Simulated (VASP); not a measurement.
# RuSe (Fm-3m) in VASP: a series of runs, part 2 of 2

VASP 6.6.1. The steps go on from the part before.

## 3. Single point, r2SCAN+U, collinear spin, random start

This run uses another cell than the first one: it holds 2 atoms, not 4.

INCAR

```
SYSTEM = RuSe
  ALGO = Normal
  EDIFF = 1E-6
  ENCUT = 520
  ISIF = 2
  ISMEAR = 0
  ISPIN = 2
  LASPH = .TRUE.
  LCHARG = .TRUE.
  LDAU = .TRUE.
  LDAUJ = 0 0
  LDAUL = 2 -1
  LDAUPRINT = 1
  LDAUTYPE = 2
  LDAUU = 3 0
  LELF = .TRUE.
  LMAXMIX = 4
  LMIXTAU = .TRUE.
  LORBIT = 11
  LREAL = .FALSE.
  LVHAR = .TRUE.
  LWAVE = .FALSE.
  MAGMOM = -0.86 0
  METAGGA = R2SCAN
  NBANDS = 21
  NELM = 60
  PREC = Accurate
  SIGMA = 0.05
```

KPOINTS

```
k-points
0
G
  6 6 6
  0 0 0
```

POSCAR

```
RuSe
1.0
    0.0000000000      2.6776164100      2.6776164100
    2.6776164100      0.0000000000      2.6776164100
    2.6776164100      2.6776164100      0.0000000000
Ru Se
1 1
Direct
    0.5000000000      0.5000000000      0.5000000000
    0.0000000000      0.0000000000      0.0000000000
```

Potentials or basis: VASP PAW PBE potentials, release 64 (Ru_pv, Se).

Launch:

```console
cat potpaw_PBE.64/Ru_pv/POTCAR potpaw_PBE.64/Se/POTCAR > POTCAR
mpirun -np 1 vasp_std > vasp.out
```

Wall time 83 s (1 thread of Intel Xeon Platinum 8488C (Sapphire Rapids), shared host); peak memory 0.2 GiB.

It converged, with:

- Free energy: -35.9179 eV
- Pressure: -2.2 GPa
- Band gap on the k mesh: none (metal or under the smearing width)
- Net moment: -2.44 μB per cell
- Site moments: Ru -2.37; Se +0.00 μB
- Valence electrons inside the program's atomic spheres: Ru 12.34; Se 3.90

Levels at points of the mesh, in eV from the Fermi level:
Spin up:
```tsv
k point	band 6	band 7	band 8	band 9	band 10	band 11	band 12	band 13
(0.00, 0.00, 0.00)	-1.59	-1.59	-1.43	-1.43	-1.43	0.07	0.07	3.39
(0.50, 0.00, 0.00)	-4.12	-4.12	-0.11	-0.11	0.30	3.82	4.68	4.68
(0.50, 0.50, 0.00)	-3.17	-3.17	-2.51	0.13	0.13	0.71	2.12	3.07
```
Spin down:
```csv
k point,band 9,band 10,band 11,band 12,band 13,band 14
"(0.00, 0.00, 0.00)",-3.93,-1.62,-1.62,-1.62,2.76,7.98
"(0.50, 0.00, 0.00)",-3.24,-2.39,2.06,2.06,3.64,6.72
"(0.50, 0.50, 0.00)",-3.20,-2.98,-2.98,-2.00,1.95,7.75
```

Eigenvalues of the final occupation matrices:
| site | spin | trace | eigenvalues |
| --- | --- | --- | --- |
| site 1 d | 1 | 1.86 | 0.18 0.18 0.50 0.50 0.50 |
| site 1 d | 2 | 4.17 | 0.76 0.76 0.88 0.88 0.88 |

Caveat: the PAW data sets were made with another functional, which shifts forces and pressure a little. The state reached can hang on the start; a lower one may exist.

## 4. Single point, r2SCAN+U, collinear spin, ferromagnetic start

This run uses another cell than the first one: it holds 2 atoms, not 4.

INCAR

```
PREC = Accurate ; ENCUT = 520
EDIFF = 1E-6 ; ISMEAR = 0
SIGMA = 0.05 ; LREAL = F
LASPH = T ; NELM = 60
ALGO = Normal ; ISIF = 2
LWAVE = F ; LCHARG = T
ISPIN = 2 ; MAGMOM = 1 0
LORBIT = 11 ; NUPDOWN = 3
LMAXMIX = 4 ; LDAU = T
LDAUTYPE = 2 ; LDAUL = 2 -1
LDAUU = 3 0 ; LDAUJ = 0 0
LDAUPRINT = 1 ; METAGGA = R2SCAN
LMIXTAU = T ; LELF = T
LVHAR = T ; NBANDS = 21
```

KPOINTS

```
regular mesh
0
Gamma
  6 6 6
```

POSCAR is that of step 3.

Launch:

```console
cat potpaw_PBE.64/Ru_pv/POTCAR potpaw_PBE.64/Se/POTCAR > POTCAR
mpirun -np 1 vasp_std > vasp.out
```

Wall time 84 s (1 thread of Intel Xeon Platinum 8488C (Sapphire Rapids), shared host); peak memory 0.19 GiB.

It converged, with:

```yaml
Free_energy: -35.8656 eV
Pressure: 1.7 GPa
Net_moment: 3.00 μB per cell
Site_moments: Ru +2.77; Se +0.10 μB
Valence_electrons_inside_the_program's_atomic_spheres: Ru 12.29; Se 3.92
```

Eigenvalues of the final occupation matrices:
```tsv
site	spin	trace	eigenvalues
site 1 d	1	4.32	0.83 0.83 0.89 0.89 0.89
site 1 d	2	1.63	0.20 0.20 0.41 0.41 0.41
```

Caveat: the moment is held away from its start; the PAW data sets were made with another functional, which shifts forces and pressure a little; the total moment is fixed, so each spin has its own Fermi level. The state reached can hang on the start; a lower one may exist.

## 5. Single point, r2SCAN+U, collinear spin, ferromagnetic start

This run uses another cell than the first one: it holds 2 atoms, not 4.

INCAR

```
ALGO     = Normal         # electronic algorithm
EDIFF    = 1E-6           # SCF threshold, eV
ENCUT    = 520            # plane-wave cutoff, eV
ISIF     = 2              # what is computed and relaxed
ISMEAR   = 0              # smearing method
ISPIN    = 2              # spin polarisation
LASPH    = T              # aspherical terms in the spheres
LCHARG   = T              # write CHGCAR
LDAU     = T              # DFT+U
LDAUJ    = 0 0          
LDAUL    = 2 -1           # shell
LDAUPRINT= 1            
LDAUTYPE = 2            
LDAUU    = 4 0            # U, eV
LELF     = T              # ELF
LMAXMIX  = 4              # l up to which the mixer works
LMIXTAU  = T            
LORBIT   = 11             # projections on sites
LREAL    = F              # projectors in reciprocal space
LVHAR    = T            
LWAVE    = F              # write WAVECAR
MAGMOM   = 1 0            # initial moments
METAGGA  = R2SCAN         # meta-GGA
NBANDS   = 21             # bands
NELM     = 100            # most SCF steps
PREC     = Accurate       # precision mode
SIGMA    = 0.05           # smearing width, eV
```

KPOINTS

```
k-points
0
Gamma
  6 6 6
```

POSCAR is that of step 4.

Launch:

```console
cat potpaw_PBE.64/Ru_pv/POTCAR potpaw_PBE.64/Se/POTCAR > POTCAR
mpirun -np 1 vasp_std > vasp.out
```

It took 1.7 min on 1 thread of Intel Xeon Platinum 8488C (Sapphire Rapids), shared host; peak memory 0.19 GiB.

The run converged. Its results:

```yaml
Free_energy: -35.1042 eV
Pressure: 7.0 GPa
Band_gap_on_the_k_mesh: none (metal or under the smearing width)
Net_moment: 3.45 μB per cell
Site_moments: Ru +3.13; Se +0.16 μB
Valence_electrons_inside_the_program's_atomic_spheres: Ru 12.24; Se 3.96
```

Levels at points of the mesh, in eV from the Fermi level:
Spin up:
```csv
k point,band 9,band 10,band 11,band 12,band 13,band 14,band 15,band 16
"(0.00, 0.00, 0.00)",-5.44,-1.82,-1.82,-1.82,2.35,6.37,9.61,10.33
"(0.50, 0.00, 0.00)",-4.74,-3.62,1.18,1.18,3.26,6.33,6.33,6.36
"(0.50, 0.50, 0.00)",-4.48,-3.67,-3.45,-3.45,1.45,6.37,7.03,11.39
```
Spin down:
```
           k point  band 6  band 7  band 8  band 9  band 10  band 11
(0.00, 0.00, 0.00)   -1.56   -1.56   -1.23   -1.23    -1.23     0.03
(0.50, 0.00, 0.00)   -4.13   -4.13    0.14    0.14     0.53     3.60
(0.50, 0.50, 0.00)   -3.23   -3.23   -2.39    0.42     0.42     0.69
```

Eigenvalues of the final occupation matrices:
| site | spin | trace | eigenvalues |
| --- | --- | --- | --- |
| site 1 d | 1 | 4.47 | 0.89 0.89 0.90 0.90 0.90 |
| site 1 d | 2 | 1.41 | 0.17 0.17 0.36 0.36 0.36 |

Caveat: the PAW data sets were made with another functional, which shifts forces and pressure a little. The state reached can hang on the start; a lower one may exist.

## 6. Single point, LDA+U, collinear spin, ferromagnetic start

This run uses another cell than the first one: it holds 2 atoms, not 4.

INCAR

```
SYSTEM = RuSe
PREC = Accurate
ENCUT = 520
EDIFF = 1E-6
ISMEAR = 0
SIGMA = 0.05
LREAL = .FALSE.
LASPH = .TRUE.
NELM = 100
ALGO = Normal
ISIF = 2
LWAVE = .FALSE.
LCHARG = .TRUE.
ISPIN = 2
MAGMOM = 1 0
LORBIT = 11
LMAXMIX = 4
LDAU = .TRUE.
LDAUTYPE = 2
LDAUL = 2 -1
LDAUU = 2 0
LDAUJ = 0 0
LDAUPRINT = 1
GGA = CA
LELF = .TRUE.
LVHAR = .TRUE.
```

KPOINTS

```
Automatic mesh
0
G
  6 6 6
  0 0 0
```

POSCAR is that of step 5.

Potentials or basis: VASP PAW LDA potentials, release 64 (Ru_pv, Se).

Launch:

```console
cat potpaw_LDA.64/Ru_pv/POTCAR potpaw_LDA.64/Se/POTCAR > POTCAR
mpirun -np 1 vasp_std > vasp.out
```

Wall time 2.2 min (1 thread of Intel Xeon Platinum 8375C at 2.90GHz (Ice Lake), shared host); peak memory 0.16 GiB.

It converged, with:

| Property | Result |
| --- | --- |
| Free energy | -11.3162 eV |
| Pressure | -19.2 GPa |
| Band gap on the k mesh | none (metal or under the smearing width) |
| Net moment | 0.99 μB per cell |
| Site moments | Ru +0.86; Se +0.03 μB |
| Valence electrons inside the program's atomic spheres | Ru 12.44; Se 3.77 |

Levels at points of the mesh, in eV from the Fermi level:
Spin up:
```csv
k point,band 7,band 8,band 9,band 10,band 11,band 12,band 13,band 14,band 15
"(0.00, 0.00, 0.00)",-2.27,-1.78,-1.78,-1.28,-1.28,-1.28,2.57,9.75,11.47
"(0.50, 0.00, 0.00)",-4.51,-1.23,-1.23,-0.66,3.24,3.24,3.54,6.77,6.77
"(0.50, 0.50, 0.00)",-2.80,-2.80,-1.29,-0.95,-0.95,0.11,2.28,8.26,11.20
```
Spin down:
| k point | band 6 | band 7 | band 8 | band 9 | band 10 | band 11 | band 12 | band 13 | band 14 | band 15 |
| --- | --- | --- | --- | --- | --- | --- | --- | --- | --- | --- |
| (0.00, 0.00, 0.00) | -1.51 | -1.51 | -1.21 | -1.21 | -1.21 | -1.01 | -1.01 | 2.72 | 9.80 | 11.43 |
| (0.50, 0.00, 0.00) | -4.12 | -4.12 | -0.37 | -0.37 | 0.12 | 3.62 | 3.78 | 3.78 | 6.92 | 6.92 |
| (0.50, 0.50, 0.00) | -2.72 | -2.72 | -2.53 | -0.48 | -0.06 | -0.06 | 0.91 | 2.53 | 8.63 | 11.28 |

Eigenvalues of the final occupation matrices:
```csv
site,spin,trace,eigenvalues
site 1 d,1,3.51,0.50 0.50 0.83 0.83 0.83
site 1 d,2,2.64,0.34 0.34 0.65 0.65 0.65
```

The state reached can hang on the start; a lower one may exist.

## 7. The runs side by side

```csv
level,potentials or basis,spin,U,fixed moment (μB),gap on the mesh (eV),pressure (GPa),moment (μB)
r2SCAN+U,"VASP PAW PBE potentials, release 64 (Ru_pv, Se)","collinear, random start",Ru d U = 3 eV,-,none,-2.2,2.44
r2SCAN+U,"VASP PAW PBE potentials, release 64 (Ru_pv, Se)","collinear, ferromagnetic start",Ru d U = 3 eV,3,-,1.7,3.00
r2SCAN+U,"VASP PAW PBE potentials, release 64 (Ru_pv, Se)","collinear, ferromagnetic start",Ru d U = 4 eV,-,none,7.0,3.45
LDA+U,"VASP PAW LDA potentials, release 64 (Ru_pv, Se)","collinear, ferromagnetic start",Ru d U = 2 eV,-,none,-19.2,0.99
```

Alike in all rows: task single point; cell as given; k mesh 6 × 6 × 6; cutoff (eV) 520; smearing gaussian 0.05 eV.

Caveats: the PAW data sets were made with another functional, which shifts forces and pressure a little (some runs); the moment is held away from its start (some runs); the total moment is fixed, so each spin has its own Fermi level (some runs).

Total energies depend on the potentials used, so only differences within one code and one set of settings carry meaning.
